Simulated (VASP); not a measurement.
Output of a VASP run:

File OSZICAR:
```
       N       E                     dE             d eps       ncg     rms          rms(c)
DAV:   1     0.835661573050E+02    0.83566E+02   -0.93565E+03   762   0.200E+03
DAV:   2    -0.292990764349E+01   -0.86496E+02   -0.83192E+02   809   0.343E+02
DAV:   3    -0.924382063300E+01   -0.63139E+01   -0.62830E+01   944   0.767E+01
DAV:   4    -0.935984052735E+01   -0.11602E+00   -0.11592E+00   896   0.113E+01
DAV:   5    -0.936237368150E+01   -0.25332E-02   -0.25329E-02   944   0.146E+00    0.442E+00
DAV:   6    -0.911202197624E+01    0.25035E+00   -0.46952E-01  1146   0.134E+01    0.292E+00
DAV:   7    -0.908236831180E+01    0.29654E-01   -0.12583E-01   963   0.272E+00    0.116E+00
DAV:   8    -0.908235271561E+01    0.15596E-04   -0.15452E-02   884   0.191E+00    0.191E-01
DAV:   9    -0.908270447840E+01   -0.35176E-03   -0.16290E-03   961   0.708E-01    0.837E-02
DAV:  10    -0.908276044114E+01   -0.55963E-04   -0.13263E-04  1141   0.132E-01    0.355E-02
DAV:  11    -0.908282848277E+01   -0.68042E-04   -0.97329E-05   824   0.101E-01    0.584E-03
DAV:  12    -0.908282796841E+01    0.51436E-06   -0.39609E-06  1053   0.343E-02    0.335E-03
DAV:  13    -0.908282836502E+01   -0.39661E-06   -0.11941E-06   839   0.106E-02    0.177E-03
DAV:  14    -0.908282828683E+01    0.78188E-07   -0.83594E-08   622   0.408E-03
   1 F= -.97391027E+01 E0= -.97391027E+01  d E =-.128072E-11
```

File OUTCAR:
```
------------------------ aborting loop because EDIFF is reached ----------------------------------------
 Edisp (eV)   -0.65627
  FORCE on cell =-STRESS in cart. coord.  units (eV):
  Direction    XX          YY          ZZ          XY          YZ          ZX
  --------------------------------------------------------------------------------------
  Total       0.66600     0.66600     0.66600    -0.00000     0.00000    -0.00000
  in kB      27.25490    27.25490    27.25490    -0.00000     0.00000    -0.00000
  external pressure =       27.25 kB  Pullay stress =        0.00 kB
  volume of cell :       39.15
      direct lattice vectors                 reciprocal lattice vectors
     0.000000000  2.695069815  2.695069815    -0.185523951  0.185523951  0.185523951
     2.695069815  0.000000000  2.695069815     0.185523951 -0.185523951  0.185523951
     2.695069815  2.695069815  0.000000000     0.185523951  0.185523951 -0.185523951
  FREE ENERGIE OF THE ION-ELECTRON SYSTEM (eV)
  ---------------------------------------------------
  free  energy   TOTEN  =        -9.7391027422 eV

  energy  without entropy=       -9.7391027422  energy(sigma->0) =       -9.73910274
```
(Selected blocks of OUTCAR.)

**POSCAR**
```
GaP
1
    0.0000000000     2.6950698145     2.6950698145
    2.6950698145     0.0000000000     2.6950698145
    2.6950698145     2.6950698145     0.0000000000
Ga P
1 1
Direct
  0.0000000000   0.0000000000   0.0000000000
  0.2500000000   0.2500000000   0.2500000000
```

### Question
Reconstruct the remaining input files.

### Answer
One answer among several that fit: the input of the run itself, PBE GGA with D3 dispersion (Becke-Johnson damping), plane waves, VASP's PBE PAW potentials (set 64).

**INCAR**
```
SYSTEM=GaP
PREC=Accurate; ENCUT=520; LREAL=.False.
LASPH=.True.
EDIFF=1E-7; NELM=100; ALGO=Normal
LMAXMIX=4
ISMEAR=0; SIGMA=0.05
GGA=PE; IVDW=12
ISIF=2
LWAVE=.False.; LCHARG=.False.
```

**KPOINTS**
```
Automatic mesh
0
Gamma
8 8 8
0 0 0
```

POTCAR, in this order: Ga_d P (PBE.64 set). Program: vasp_std.

The compound is GaP in the zinc blende structure. This cell is one point of a volume scan, at 0.97 of the reference volume.
